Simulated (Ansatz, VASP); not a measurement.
# HfTeSe: VASP beside Ansatz, part 2 of 2

Wanted: the spread between two codes on one cell, functional and k mesh. The structure shown is the start of the Ansatz relaxation below; VASP solves that cell, so the two are compared at the walk's first step.

VASP 6.6.1 and Ansatz 0.2.0.

So far. Step 4 (Comparison): The forces differ by 11 meV/Å r.m.s., which is 21.5 % of the r.m.s. force of 0.053 eV/Å (both taken over all components). With vacuum in the cell, a pressure given here is an average over mostly empty space and none of the material.

## 5. Ansatz: relaxation, PBEsol

Level of this step: Ansatz beside VASP: Kohn-Sham DFT, plane waves, PBEsol (Ansatz).

The two programs are compared at the cell with which this relaxation starts, whose forces are those of its first step.

The structure compared here is the start of the Ansatz relaxation; VASP solves that cell, so the two are compared at the walk's first step.

Input file input.yaml:

```yaml
crystal:
  lattice:
    - [3.7926951833, 0.0, 0.0]
    - [-1.8963475917, 3.3502617851, 0.0]
    - [0.0, 0.0, 30.0]
  atoms:
    - { symbol: Hf, position: [0.0001013377, 0.0002026754, 0.3364670735] }
    - { symbol: Se, position: [0.3323719706, 0.6647439411, 0.3855423741] }
    - { symbol: Te, position: [0.6675266918, 0.3350533835, 0.274657219] }
  periodic: [true, true, false]
kpoints:
  mp_grid: { grid: [12, 12, 1] }
hamiltonian:
  xc: pbesol
  pseudopotentials: { kind: paw, azcp: { folder: soft_1 }, xc_functional: pbe }
scf:
  occupations: { method: methfessel_paxton, width: 0.2 }
output:
  forces: true
  stress: true
  eigenvalues: true
relax:
  adjacent_minimum: "off"
  f_tol: 0.001
  max_steps: 60
```

On the command line:

```sh
$ ansatz run input.yaml --threads 4 --pin off --max-ram 16384MiB --backend cpu --events-out ev --progress --plain --runs-dir out
```

Numbers of over 12 decimals in the logs are rounded to 6 here.

The program printed:

```text
[...]
Crystal: 3 atoms, lattice volume = 381.196 Å³
Basis set: ecut = 420 eV, 7497 PW (Γ), exchange–correlation on 54×54×432 points (8 copies of the dense FFT grid, shifted against one another)
Bands: 35, of which v1, the nominal top of the filled ones, is band 29 counted from 1 (28 counted from 0)
Symmetry: 2 space group operations
[...]
F+E_penalty+E_count = -27927.71742730 eV   max|allowed force component| = 2.791e-4 eV/Å
  cell:  # Å, volume = 381.1957 Å³
    - [3.7926951833, 2.8301383350867564e-11, 0.0]
    - [-1.896348, 3.350262, 0.0]
    - [0.0, 0.0, 30.0]
  atoms:
    - { symbol: Hf, position: [0.000198897, 0.000397793, 0.336480] }
    - { symbol: Se, position: [0.331480, 0.662961, 0.385229] }
    - { symbol: Te, position: [0.668321, 0.336642, 0.274957] }
[key lines of the parts left out:]
SCF converged after 5 iterations
Free energy (F): -27927.717427 eV
Fermi energy:    -4.824557 eV
P = ½ c Tr σ = -0.5914 N/m
```

## 6. VASP: single point, PBEsol, start cell, pair 2

The same cell, functional, mesh and smearing now go to VASP, with its own data sets.

Input file INCAR:

```
SYSTEM = HfTeSe
PREC = Accurate
ENCUT = 400
EDIFF = 1E-06
NELM = 120
ISMEAR = 1
SIGMA = 0.2
LREAL = .FALSE.
ALGO = Normal
GGA = PS
NBANDS = 17
LASPH = .TRUE.
LORBIT = 11
LWAVE = .FALSE.
LCHARG = .FALSE.
ISIF = 2
LDIPOL = .TRUE.
IDIPOL = 3
DIPOL = 0.5 0.5 0.332
LVHAR = .TRUE.
GGA_COMPAT = .FALSE.
NELMDL = -8
KPAR = 2
```

Input file POSCAR:

```
HfTeSe
1.0
    3.7926951833      0.0000000000      0.0000000000
   -1.8963475917      3.3502617851      0.0000000000
    0.0000000000      0.0000000000     30.0000000000
Hf Se Te
1 1 1
Direct
    0.0001013354      0.0002026707      0.3364670667
    0.3323719373      0.6647438746      0.3855423667
    0.6675268671      0.3350535188      0.2746572333
```

Input file KPOINTS:

```
Automatic mesh
0
Gamma
12 12 1
0 0 0
```

Potentials, in the order of the species: Hf_pv, Se and Te (PBE family, release 64).

On the command line:

```sh
$ mpirun -np 2 vasp_std
```

The program printed:

```text
[banner, memory and clock lines left out]
running    2 mpi-ranks, on    1 nodes
[...]
[... a notice as in an earlier step ...]

 LDA part: xc-table for (Slater+PW92), standard interpolation
 POSCAR, INCAR and KPOINTS ok, starting setup
[...]
entering main loop
       N       E                     dE             d eps       ncg     rms          rms(c)
DAV:   1     0.927097840222E+02    0.92710E+02   -0.79819E+03  1822   0.733E+02
DAV:   2    -0.115803752560E+02   -0.10429E+03   -0.10216E+03  1942   0.147E+02
DAV:   3    -0.219661193849E+02   -0.10386E+02   -0.10337E+02  2171   0.472E+01
DAV:   4    -0.221581198942E+02   -0.19200E+00   -0.19180E+00  2361   0.761E+00
[...]
DAV:  25    -0.209930559537E+02   -0.35099E-05   -0.71367E-08  1413   0.712E-04    0.622E-04
DAV:  26    -0.209930576689E+02   -0.17151E-05   -0.32086E-08  1515   0.428E-04    0.209E-04
DAV:  27    -0.209930582105E+02   -0.54158E-06   -0.36323E-09  1426   0.202E-04
   1 F= -.20993058E+02 E0= -.20992530E+02  d E =-.158385E-02
```

Parts of OUTCAR (step 6):

```text
  Total       -0.3525614     -1.1043846     -0.3749465      0.0000000     -0.0934610      0.0000000
  in kB       -1.4818268     -4.6417635     -1.5759120      0.0000000     -0.3928197      0.0000000
  external PRESSURE =      -2.5665007 kB  Pullay stress =       0.0000000 kB

 POSITION                                       TOTAL-FORCE (eV/Angst)
 -----------------------------------------------------------------------------------
      0.00000      0.00068     10.09401        -0.000000      0.012259      0.017782
     -0.00000      2.22707     11.56627         0.000000     -0.035133     -0.115552
      1.89635      1.12252      8.23972        -0.000000      0.022874      0.097770
 -----------------------------------------------------------------------------------
    total drift:                               -0.000119      0.000150      0.000331

  FREE ENERGIE OF THE ION-ELECTRON SYSTEM (eV)
  ---------------------------------------------------
  free  energy   TOTEN  =       -20.9930582105 eV

  energy  without entropy=      -20.9914743602  energy(sigma->0) =      -20.99253026

[... 1 part as in an earlier step ...]

[... 2 further parts left out ...]
[key lines of the parts left out:]
E-fermi :  -2.7900
```

The run ends at a pressure of -0.26 GPa, with forces up to 0.12 eV/Å.

## 7. Differences

What differs besides the data sets and the points named for the pairs above, as far as they apply: the data sets hold 58 valence electrons in Ansatz (on its PAW soft_1 files) and 22 in VASP. Total energies have different zeros and are not compared.

Forces (eV/Å; atoms numbered as in POSCAR):

```tsv
atom	Ansatz x, y, z	VASP x, y, z
Hf1	0.000, 0.012, 0.003	0.000, 0.012, 0.018
Se2	0.000, -0.035, -0.088	0.000, -0.035, -0.116
Te3	0.000, 0.023, 0.085	0.000, 0.023, 0.098
```

The forces differ by 11 meV/Å r.m.s., which is 21.7 % of the r.m.s. force of 0.053 eV/Å (both taken over all components). With vacuum in the cell, a pressure given here is an average over mostly empty space and none of the material.

## 8. Ansatz: relaxation, PBEsol

The two programs are compared at the cell with which this relaxation starts, whose forces are those of its first step.

The structure compared here is the start of the Ansatz relaxation; VASP solves that cell, so the two are compared at the walk's first step.

input.yaml, the sections that differ from step 5:

```yaml
crystal:
  lattice:
    - [3.9064760388, 0.0, 0.0]
    - [-1.9532380194, 3.2845703776, 0.0]
    - [0.0, 0.0, 30.0]
  atoms:
    - { symbol: Hf, position: [-0.0002983287, -0.0005966573, 0.336479582] }
    - { symbol: Se, position: [0.3352800521, 0.6705601041, 0.3852287239] }
    - { symbol: Te, position: [0.6650182766, 0.3300365532, 0.2749583607] }
  periodic: [true, true, false]
# kpoints, hamiltonian, scf, output, relax: as in step 5
```

On the command line:

```sh
$ ansatz run input.yaml --threads 4 --pin off --max-ram 16384MiB --backend cpu --events-out ev --progress --plain --runs-dir out
```

The program printed:

```text
[...]
Crystal: 3 atoms, lattice volume = 384.933 Å³
Basis set: ecut = 420 eV, 7573 PW (Γ), exchange–correlation on 54×54×432 points (8 copies of the dense FFT grid, shifted against one another)
Bands: 35, of which v1, the nominal top of the filled ones, is band 29 counted from 1 (28 counted from 0)
Symmetry: 2 space group operations
[...]
--- Relaxed structure (5 steps of the walk, 4 accepted, 0 SCFs on fresh bases) ---
  F+E_penalty+E_count = -27927.70745011 eV   max|allowed force component| = 2.018e-4 eV/Å
  cell:  # Å, volume = 384.9329 Å³
    - [3.9064760388, 0.0, 0.0]
    - [-1.9532380194, 3.2845703776, 0.0]
    - [0.0, 0.0, 30.0]
  atoms:
    - { symbol: Hf, position: [-0.000474141, -0.000948282, 0.336496] }
    - { symbol: Se, position: [0.336225, 0.672449, 0.384917] }
    - { symbol: Te, position: [0.664249, 0.328499, 0.275254] }
[key lines of the parts left out:]
SCF converged after 5 iterations
Free energy (F): -27927.707450 eV
Fermi energy:    -4.829163 eV
P = ½ c Tr σ = -0.8805 N/m
```

## 9. VASP: single point, PBEsol, start cell, pair 3

The same cell, functional, mesh and smearing now go to VASP, with its own data sets.

INCAR is that of step 6.

Input file POSCAR:

```
HfTeSe
1.0
    3.9064760388      0.0000000000      0.0000000000
   -1.9532380194      3.2845703776      0.0000000000
    0.0000000000      0.0000000000     30.0000000000
Hf Se Te
1 1 1
Direct
    0.9997016353      0.9994032705      0.3364795667
    0.3352800742      0.6705601485      0.3852287333
    0.6650182281      0.3300364661      0.2749583667
```

KPOINTS is that of step 6.

On the command line:

```sh
$ mpirun -np 2 vasp_std
```

The program printed:

```text
[... set-up lines as in an earlier step ...]
 entering main loop
       N       E                     dE             d eps       ncg     rms          rms(c)
DAV:   1     0.927758795694E+02    0.92776E+02   -0.79134E+03  1822   0.727E+02
DAV:   2    -0.116011912343E+02   -0.10438E+03   -0.10228E+03  1947   0.147E+02
DAV:   3    -0.219832110329E+02   -0.10382E+02   -0.10338E+02  2191   0.470E+01
DAV:   4    -0.221727577275E+02   -0.18955E+00   -0.19005E+00  2363   0.752E+00
[...]
DAV:  25    -0.209827192985E+02   -0.38302E-05   -0.88810E-08  1416   0.741E-04    0.475E-04
DAV:  26    -0.209827206148E+02   -0.13164E-05   -0.15757E-08  1524   0.346E-04    0.312E-04
DAV:  27    -0.209827214110E+02   -0.79612E-06   -0.78883E-09  1362   0.248E-04
   1 F= -.20982721E+02 E0= -.20982322E+02  d E =-.119792E-02
```

Parts of OUTCAR (step 9):

```text
  Total       -1.5211368     -0.4045677     -0.3665623      0.0000000      0.0931923      0.0000000
  in kB       -6.3313141     -1.6839018     -1.5257149      0.0000000      0.3878875      0.0000000
  external PRESSURE =      -3.1803103 kB  Pullay stress =       0.0000000 kB

 POSITION                                       TOTAL-FORCE (eV/Angst)
 -----------------------------------------------------------------------------------
      1.95324      3.28261     10.09439         0.000000     -0.015097      0.018174
     -0.00000      2.20250     11.55686         0.000000      0.036744     -0.113941
      1.95324      1.08403      8.24875        -0.000000     -0.021647      0.095768
 -----------------------------------------------------------------------------------
    total drift:                                0.000006     -0.000241      0.000147

  FREE ENERGIE OF THE ION-ELECTRON SYSTEM (eV)
  ---------------------------------------------------
  free  energy   TOTEN  =       -20.9827214110 eV

  energy  without entropy=      -20.9815234904  energy(sigma->0) =      -20.98232210

[... 1 part as in an earlier step ...]

[... 2 further parts left out ...]
[key lines of the parts left out:]
E-fermi :  -2.8105
```

The run ends at a pressure of -0.32 GPa, with forces up to 0.12 eV/Å.

## 10. Comparison

What differs besides the data sets and the points named for the pairs above, as far as they apply: the data sets hold 58 valence electrons in Ansatz (on its PAW soft_1 files) and 22 in VASP. Total energies have different zeros and are not compared.

Forces (eV/Å; atoms numbered as in POSCAR):

```tsv
atom	Ansatz x, y, z	VASP x, y, z
Hf1	0.000, -0.015, 0.003	0.000, -0.015, 0.018
Se2	0.000, 0.037, -0.085	0.000, 0.037, -0.114
Te3	0.000, -0.022, 0.082	0.000, -0.022, 0.096
```

The forces differ by 12 meV/Å r.m.s., which is 22.3 % of the r.m.s. force of 0.052 eV/Å (both taken over all components). With vacuum in the cell, a pressure given here is an average over mostly empty space and none of the material.

## 11. What came out

* r.m.s. force difference (single point, PBEsol, start cell, pair 1): 11 meV/Å
* r.m.s. force difference (single point, PBEsol, start cell, pair 2): 11 meV/Å
* r.m.s. force difference (single point, PBEsol, start cell, pair 3): 12 meV/Å

The r.m.s. force difference is 12 meV/Å (single point, PBEsol, start cell, pair 3), at about the 12 meV/Å picked in this series as the mark of a large difference. The data sets hold unlike numbers of valence electrons (58 in Ansatz and 22 in VASP), so part of the differences comes from the potentials. 7 further runs of this series are not shown here. How closely two codes agree says nothing of how well the functional describes the real material.

[Lines on the potential files, build, host, timing and source positions are cut from VASP's logs without a mark.]

[Logs are printed without paths, hosts, clocks, repeated set-up lines and the standing remarks that a program may print on its own settings, such as how far it seeks lower states.]

[Hosts, paths, dates, database ids (printed as entryN), source tags and the programs' standing remarks are cut or masked in the printed files.]
